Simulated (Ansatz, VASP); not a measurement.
# TaN: VASP beside Ansatz

Wanted: the spread between two codes on one cell, functional and k mesh. The cell is taken from a series of runs on this material, whose earlier steps may have relaxed, scaled, displaced or heated it; both programs get it as it stands.

Main program and level: Ansatz 0.2.0; plane waves, with VASP 6.6.1 beside it; zone-centre phonons at LDA.

## (1) The starting structure

Symmetry: P-6m2, No. 187, hexagonal system. Conventional cell: a = 3.023 Å, b = 3.023 Å, c = 2.813 Å, α = 90.00°, β = 90.00°, γ = 120.00°. Nearest to N lie 6 Ta at 2.24 Å. Ta has 6 N at 2.24 Å nearest. Farther neighbours and most contacts between anions are not listed.

Structure file:

```xyz
2
Lattice="3.0228 0.0000 0.0000 -1.5114 2.6178 0.0000 0.0000 0.0000 2.8131" Properties=species:S:1:pos:R:3 pbc="T T T"
N     1.5114    0.8726    0.0000
Ta    0.0000    0.0000    1.4066
```

## (2) VASP: zone-centre phonons, LDA

Second derivatives magnify differences that forces hide, and they need a tight electronic threshold.

Lines of VASP's logs that name or quote its potential files are left out, and so is its time.

Input file INCAR:

```
SYSTEM = TaN
PREC = Accurate
ENCUT = 600
EDIFF = 1E-08
NELM = 120
ISMEAR = 1
SIGMA = 0.2
LREAL = .FALSE.
ALGO = Normal
GGA = PW92
NBANDS = 14
LASPH = .TRUE.
LORBIT = 11
LWAVE = .FALSE.
LCHARG = .FALSE.
ISIF = 2
IBRION = 8
GGA_COMPAT = .FALSE.
KPAR = 2
```

Input file POSCAR:

```
TaN
1.0
    3.0227687600      0.0000000000      0.0000000000
   -1.5113843800      2.6177945359      0.0000000000
    0.0000000000      0.0000000000      2.8131398592
N Ta
1 1
Direct
    0.6666666667      0.3333333333      0.0000000000
    0.0000000000      0.0000000000      0.5000000000
```

Input file KPOINTS:

```
Automatic mesh
0
Gamma
18 18 16
0 0 0
```

Potentials, in the order of the species: N and Ta_pv (LDA family, release 64).

Launch:

```bash
$ mpirun -np 2 vasp_std
```

Numbers of over 12 decimals in the logs are rounded to 6 here.

The program printed:

```text
[banner, memory and clock lines left out]
running    2 mpi-ranks, on    1 nodes
 distrk:  each k-point on    1 cores,    2 groups
 distr:  one band on    1 cores,    1 groups

 POSCAR found type information on POSCAR N Ta
 POSCAR found :  2 types and       2 ions
|                                                                             |
|               ----> ADVICE to this user running VASP <----                  |
|                                                                             |
|     You enforced a specific xc type in the INCAR file but a different       |
|     [... a line on the potential file left out ...]
|     I HOPE YOU KNOW WHAT YOU ARE DOING!                                     |
|                                                                             |

 LDA part: xc-table for (Slater(with rela. corr.)+PW92), standard interpolation
 POSCAR, INCAR and KPOINTS ok, starting setup
 FFT: planning ... GRIDC
 FFT: planning ... GRID_SOFT
 FFT: planning ... GRID
 WAVECAR not read
 entering main loop
       N       E                     dE             d eps       ncg     rms          rms(c)
DAV:   1     0.989220534332E+02    0.98922E+02   -0.97710E+03  9340   0.132E+03
DAV:   2    -0.237198017209E+02   -0.12264E+03   -0.11639E+03 11418   0.328E+02
DAV:   3    -0.271347129290E+02   -0.34149E+01   -0.33952E+01 10728   0.513E+01
DAV:   4    -0.271513852799E+02   -0.16672E-01   -0.16669E-01 11100   0.397E+00
DAV:   5    -0.271515068623E+02   -0.12158E-03   -0.12158E-03 10830   0.320E-01    0.221E+01
DAV:   6    -0.247518733232E+02    0.23996E+01   -0.48121E+00 10080   0.251E+01    0.924E+00
DAV:   7    -0.246142817511E+02    0.13759E+00   -0.37467E-01 11766   0.593E+00    0.648E+00
DAV:   8    -0.245762534180E+02    0.38028E-01   -0.15998E-01 12372   0.364E+00    0.128E+00
DAV:   9    -0.245715879158E+02    0.46655E-02   -0.11543E-02 10092   0.915E-01    0.173E-01
DAV:  10    -0.245713607015E+02    0.22721E-03   -0.61131E-04 12438   0.289E-01    0.100E-01
DAV:  11    -0.245713386197E+02    0.22082E-04   -0.41429E-05 10350   0.606E-02    0.167E-02
DAV:  12    -0.245713387485E+02   -0.12876E-06   -0.21495E-06 12276   0.129E-02    0.234E-03
DAV:  13    -0.245713387462E+02    0.23060E-08   -0.10392E-07 10572   0.272E-03    0.148E-03
DAV:  14    -0.245713387384E+02    0.78271E-08   -0.21495E-08 11698   0.141E-03
   1 F= -.24571339E+02 E0= -.24571764E+02  d E =0.127482E-02
 Linear response reoptimize wavefunctions to high precision
DAV:   1    -0.245713387383E+02    0.60481E-10   -0.29453E-10  7296   0.186E-04
 Linear response DOF=           4
 Linear response progress:
  Degree of freedom:   1/  4
       N       E                     dE             d eps       ncg     rms          rms(c)
RMM:   1    -0.230034001902E+00   -0.23003E+00    0.11769E-01 92824   0.284E+00
RMM:   2    -0.224100792828E+00    0.59332E-02   -0.37713E-03 69665   0.470E-01    0.174E-01
RMM:   3    -0.224883534004E+00   -0.78274E-03   -0.64852E-04 67404   0.162E-01    0.944E-02
RMM:   4    -0.226012874305E+00   -0.11293E-02   -0.32912E-04 68291   0.113E-01    0.252E-02
RMM:   5    -0.226068629742E+00   -0.55755E-04   -0.11730E-05 76116   0.248E-02    0.235E-03
RMM:   6    -0.226069375752E+00   -0.74601E-06   -0.11289E-06 76476   0.518E-03    0.828E-04
RMM:   7    -0.226063435784E+00    0.59400E-05   -0.90825E-08 79628   0.161E-03    0.371E-04
RMM:   8    -0.226065463727E+00   -0.20279E-05   -0.22570E-08 78137   0.516E-04    0.111E-04
RMM:   9    -0.226064370808E+00    0.10929E-05    0.99647E-09 76115   0.206E-04    0.241E-05
RMM:  10    -0.226064313886E+00    0.56922E-07   -0.12154E-09 86157   0.722E-05    0.171E-05
RMM:  11    -0.226064346400E+00   -0.32514E-07   -0.79863E-09 84063   0.293E-05    0.321E-06
RMM:  12    -0.226064358808E+00   -0.12408E-07   -0.71999E-09 78484   0.160E-05    0.445E-06
RMM:  13    -0.226064358941E+00   -0.13343E-09   -0.36509E-09 62381   0.124E-05    0.535E-06
 first order change of Fermi-energy   0.17551E-04
 force on displaced ion       1 direction 1 : -11.667   0.001   0.000
 Linear response progress:
  Degree of freedom:   2/  4
       N       E                     dE             d eps       ncg     rms          rms(c)
RMM:   1    -0.231956410726E+00   -0.23196E+00    0.13564E-01 31747   0.288E+00
RMM:   2    -0.226529446211E+00    0.54270E-02   -0.40835E-03 25125   0.476E-01    0.143E-01
RMM:   3    -0.227354544072E+00   -0.82510E-03   -0.81235E-04 24173   0.170E-01    0.749E-02
RMM:   4    -0.228580424429E+00   -0.12259E-02   -0.38529E-04 24431   0.116E-01    0.209E-02
RMM:   5    -0.228691065296E+00   -0.11064E-03   -0.16840E-05 26120   0.302E-02    0.304E-03
RMM:   6    -0.228684226889E+00    0.68384E-05   -0.11206E-06 26254   0.690E-03    0.996E-04
RMM:   7    -0.228680327382E+00    0.38995E-05   -0.97778E-08 26684   0.205E-03    0.352E-04
RMM:   8    -0.228682132448E+00   -0.18051E-05   -0.12561E-08 27770   0.624E-04    0.147E-04
RMM:   9    -0.228682596757E+00   -0.46431E-06   -0.13247E-09 27537   0.233E-04    0.326E-05
RMM:  10    -0.228682350072E+00    0.24669E-06    0.53143E-09 28272   0.810E-05    0.947E-06
RMM:  11    -0.228682374569E+00   -0.24498E-07   -0.61988E-09 29175   0.300E-05    0.189E-06
RMM:  12    -0.228682391525E+00   -0.16955E-07   -0.17996E-09 28127   0.159E-05    0.877E-07
RMM:  13    -0.228682391374E+00    0.15067E-09   -0.57210E-10 22831   0.120E-05    0.176E-07
 first order change of Fermi-energy   0.22932E-04
 force on displaced ion       1 direction 3 :  -0.000   0.000 -12.754
 Linear response progress:
  Degree of freedom:   3/  4
       N       E                     dE             d eps       ncg     rms          rms(c)
RMM:   1    -0.137136643418E+00   -0.13714E+00    0.11523E+01 42037   0.248E+01
RMM:   2    -0.166015277267E+00   -0.28879E-01   -0.28647E-02 63938   0.153E+00    0.175E-01
RMM:   3    -0.164858168661E+00    0.11571E-02   -0.27166E-03 73914   0.325E-01    0.976E-02
RMM:   4    -0.164088195307E+00    0.76997E-03   -0.35669E-04 82318   0.110E-01    0.368E-02
RMM:   5    -0.163809775339E+00    0.27842E-03   -0.68520E-05 83319   0.319E-02    0.611E-03
RMM:   6    -0.163817195008E+00   -0.74197E-05   -0.65612E-06 79216   0.124E-02    0.151E-03
RMM:   7    -0.163818887230E+00   -0.16922E-05   -0.45651E-06 86326   0.401E-03    0.430E-04
RMM:   8    -0.163821613884E+00   -0.27267E-05   -0.22615E-06 91615   0.159E-03    0.149E-04
RMM:   9    -0.163822726838E+00   -0.11130E-05   -0.18480E-06 81931   0.694E-04    0.501E-05
RMM:  10    -0.163823133673E+00   -0.40684E-06   -0.76310E-07 83664   0.376E-04    0.201E-05
RMM:  11    -0.163823226726E+00   -0.93053E-07   -0.57289E-07 93143   0.186E-04    0.669E-06
RMM:  12    -0.163823189790E+00    0.36937E-07   -0.29045E-07 83371   0.112E-04    0.730E-06
RMM:  13    -0.163823164850E+00    0.24940E-07   -0.18594E-07 90400   0.674E-05    0.132E-05
RMM:  14    -0.163823208964E+00   -0.44114E-07   -0.10770E-07 79479   0.481E-05    0.945E-06
RMM:  15    -0.163823238918E+00   -0.29955E-07   -0.53358E-08 85264   0.333E-05    0.552E-06
RMM:  16    -0.163823247005E+00   -0.80867E-08   -0.38809E-08 85995   0.228E-05    0.525E-06
 first order change of Fermi-energy  -0.39281E-04
 force on displaced ion       2 direction 1 : -11.672   0.001   0.000
 Linear response progress:
  Degree of freedom:   4/  4
       N       E                     dE             d eps       ncg     rms          rms(c)
RMM:   1    -0.143227662494E+00   -0.14323E+00    0.10530E+01 15014   0.243E+01
RMM:   2    -0.171898260843E+00   -0.28671E-01   -0.28254E-02 22111   0.147E+00    0.138E-01
RMM:   3    -0.171182634155E+00    0.71563E-03   -0.22843E-03 25630   0.290E-01    0.734E-02
RMM:   4    -0.170670287170E+00    0.51235E-03   -0.20621E-04 27795   0.976E-02    0.248E-02
RMM:   5    -0.170523968550E+00    0.14632E-03   -0.34250E-05 28546   0.285E-02    0.624E-03
RMM:   6    -0.170514544427E+00    0.94241E-05   -0.73436E-06 27087   0.112E-02    0.104E-03
RMM:   7    -0.170516578659E+00   -0.20342E-05   -0.43990E-06 29089   0.361E-03    0.399E-04
RMM:   8    -0.170519194011E+00   -0.26154E-05   -0.28847E-06 30515   0.150E-03    0.176E-04
RMM:   9    -0.170520389290E+00   -0.11953E-05   -0.20468E-06 27519   0.720E-04    0.699E-05
RMM:  10    -0.170521000475E+00   -0.61118E-06   -0.11621E-06 27676   0.429E-04    0.178E-05
RMM:  11    -0.170521340856E+00   -0.34038E-06   -0.66634E-07 30746   0.214E-04    0.113E-05
RMM:  12    -0.170521183252E+00    0.15760E-06   -0.35785E-07 27763   0.124E-04    0.664E-06
RMM:  13    -0.170521180922E+00    0.23298E-08   -0.23676E-07 30567   0.711E-05    0.878E-06
RMM:  14    -0.170521172122E+00    0.87998E-08   -0.12238E-07 27623   0.460E-05    0.108E-05
RMM:  15    -0.170521171078E+00    0.10439E-08   -0.86306E-08 21081   0.309E-05    0.116E-05
 first order change of Fermi-energy  -0.84007E-03
 force on displaced ion       2 direction 3 :  -0.000  -0.000 -12.762
 Linear response finished
```

Parts of OUTCAR (step 2):

```text
ion  position               nearest neighbor table
   1  0.667  0.333  0.000-   2 2.24   2 2.24   2 2.24   2 2.24   2 2.24   2 2.24
   2  0.000  0.000  0.500-   1 2.24   1 2.24   1 2.24   1 2.24   1 2.24   1 2.24

  LATTYP: Found a hexagonal cell.
 ALAT       =     3.0227687600
 C/A-ratio  =     0.9306500373

 Subroutine GETGRP returns: Found 12 space group operations
 (whereof 12 operations were pure point group operations)

The static configuration has the point symmetry D_3h.

 Found    333 irreducible k-points:

   k-points           NKPTS =    333   k-points in BZ     NKDIM =    333   number of bands    NBANDS=     14

   dimension x,y,z NGX =    24 NGY =   24 NGZ =   24
   dimension x,y,z NGXF=    48 NGYF=   48 NGZF=   48

   ENCUT  =  600.0 eV  44.10 Ry    6.64 a.u.   6.04  6.04  5.62*2*pi/ulx,y,z

   NELECT =      16.0000    total number of electrons

 k-points in reciprocal lattice and weights: Automatic mesh
   0.00000000  0.00000000  0.00000000       0.000
   0.05555556  0.00000000  0.00000000       0.001
   0.11111111  0.00000000  0.00000000       0.001
   0.16666667 -0.00000000  0.00000000       0.001
   0.22222222 -0.00000000  0.00000000       0.001
   0.27777778  0.00000000  0.00000000       0.001
   0.33333333  0.00000000  0.00000000       0.001
   0.38888889 -0.00000000  0.00000000       0.001
   0.44444444 -0.00000000  0.00000000       0.001
[...]
0.33333333  0.27777778  0.50000000       0.002
   0.33333333  0.33333333  0.50000000       0.000

 average (electrostatic) potential at core
       1 -61.7282       2 -35.9181

  Total       -3.9241237     -3.9241237      0.1849284     -0.0000000      0.0000000      0.0000000
  in kB     -282.4369210   -282.4369210     13.3101353     -0.0000000      0.0000000      0.0000000
  external PRESSURE =    -183.8545689 kB  Pullay stress =       0.0000000 kB

  energy-cutoff  :      600.00
  volume of cell :       22.26
      direct lattice vectors                 reciprocal lattice vectors
     3.022768760  0.000000000  0.000000000     0.330822527  0.191000475  0.000000000
    -1.511384380  2.617794536  0.000000000     0.000000000  0.382000950  0.000000000
     0.000000000  0.000000000  2.813139859     0.000000000  0.000000000  0.355474683

 POSITION                                       TOTAL-FORCE (eV/Angst)
 -----------------------------------------------------------------------------------
      1.51138      0.87260      0.00000        -0.000000     -0.000000      0.000000
      0.00000      0.00000      1.40657         0.000000      0.000000      0.000000
 -----------------------------------------------------------------------------------
    total drift:                               -0.000000      0.000000      0.000000

 Eigenvectors and eigenvalues of the dynamical matrix
 ----------------------------------------------------

   1 f  =   15.487565 THz    97.311243 2PiTHz  516.609572 cm-1    64.051395 meV
             X         Y         Z           dx          dy          dz
      1.511384  0.872598  0.000000     0.000000   -0.000000   -0.963398
      0.000000  0.000000  1.406570    -0.000000   -0.000000    0.268075

   2 f  =   14.812865 THz    93.071975 2PiTHz  494.103986 cm-1    61.261059 meV
             X         Y         Z           dx          dy          dz
      1.511384  0.872598  0.000000    -0.963407    0.000000    0.000000
      0.000000  0.000000  1.406570     0.268042   -0.000000    0.000000

   3 f  =   14.812865 THz    93.071975 2PiTHz  494.103986 cm-1    61.261059 meV
             X         Y         Z           dx          dy          dz
      1.511384  0.872598  0.000000     0.000000    0.963407   -0.000000
      0.000000  0.000000  1.406570     0.000000   -0.268042    0.000000

   4 f/i=    0.000803 THz     0.005043 2PiTHz    0.026773 cm-1     0.003319 meV
             X         Y         Z           dx          dy          dz
      1.511384  0.872598  0.000000    -0.000000    0.268042    0.000000
      0.000000  0.000000  1.406570     0.000000    0.963407    0.000000

   5 f/i=    0.000803 THz     0.005043 2PiTHz    0.026773 cm-1     0.003319 meV
             X         Y         Z           dx          dy          dz
      1.511384  0.872598  0.000000    -0.268042    0.000000    0.000000
      0.000000  0.000000  1.406570    -0.963407   -0.000000    0.000000

   6 f/i=    0.001366 THz     0.008582 2PiTHz    0.045559 cm-1     0.005649 meV
             X         Y         Z           dx          dy          dz
      1.511384  0.872598  0.000000     0.000000   -0.000000    0.268075
      0.000000  0.000000  1.406570    -0.000000   -0.000000    0.963398

 ELASTIC MODULI CONTR FROM IONIC RELAXATION (kBar)
 Direction    XX          YY          ZZ          XY          YZ          ZX
 --------------------------------------------------------------------------------
 XX          -0.9971      0.9971      0.0000     -0.0000      0.0000      0.0000
 YY           0.9971     -0.9971      0.0000      0.0000      0.0000      0.0000
 ZZ           0.0000      0.0000      0.0000      0.0000      0.0000      0.0000
 XY          -0.0000      0.0000      0.0000     -0.9971      0.0000      0.0000
 YZ           0.0000      0.0000      0.0000      0.0000      0.0000      0.0000
 ZX           0.0000      0.0000      0.0000      0.0000      0.0000      0.0000
 --------------------------------------------------------------------------------
```

Energies printed during the response cycles are not total energies of the cell.

(Part 1 of 2 ends here.)

[Lines on the potential files, build, host, timing and source positions are cut from VASP's logs without a mark.]

[Logs are printed without paths, hosts, clocks, repeated set-up lines and the standing remarks that a program may print on its own settings, such as how far it seeks lower states.]

[Hosts, paths, dates, database ids (printed as entryN), source tags and the programs' standing remarks are cut or masked in the printed files.]
